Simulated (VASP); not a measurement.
Runs of VASP 6.6.1 on TiB2H2. All rows change the cell; the cell of one of them follows. The structure is hexagonal, space group P6/mmm (No. 191). Conventional cell: a = 3.935 Å, b = 3.935 Å, c = 2.960 Å, α = 90.00°, β = 90.00°, γ = 120.00°. Ti (site symmetry 6/mmm) has 6 B at 2.27 Å as nearest neighbours. Around B (site symmetry -6m2) lie 2 H at 1.48 Å. Around H (site symmetry -6m2) lie 2 B at 1.48 Å. The cell was built by a generator and needn't be a form met in nature.

```csv
task,cell,k mesh,cutoff (eV),mesh quality,gap on the mesh (eV),pressure (GPa),relaxed volume (Å³/atom)
single point,"random cell by space group and Wyckoff sites (P6/mmm, No. 191)",12 × 12 × 12,520,not flagged,none,-0.2,-
relaxation of cell and atoms,"relaxed from: random cell by space group and Wyckoff sites (P6/mmm, No. 191)",12 × 12 × 12,600,not flagged,none,0.0,(a)
relaxation of cell and atoms,"relaxed from: random cell by space group and Wyckoff sites (P6/mmm, No. 191)",6 × 6 × 4,600,coarse,none,0.0,7.85
single point,"random cell by space group and Wyckoff sites (P6/mmm, No. 191)",6 × 6 × 4,520,coarse,none,-0.1,-
```

Alike in all rows: level PBE; potentials or basis VASP PAW PBE potentials, release 64 (Ti_sv, B, H); no spin polarisation; smearing gaussian 0.1 eV.

Estimate the missing entries.

(a) 7.93.

Caveats: some runs use coarse meshes.

A gap of «none» marks a metal or a gap under the smearing width.
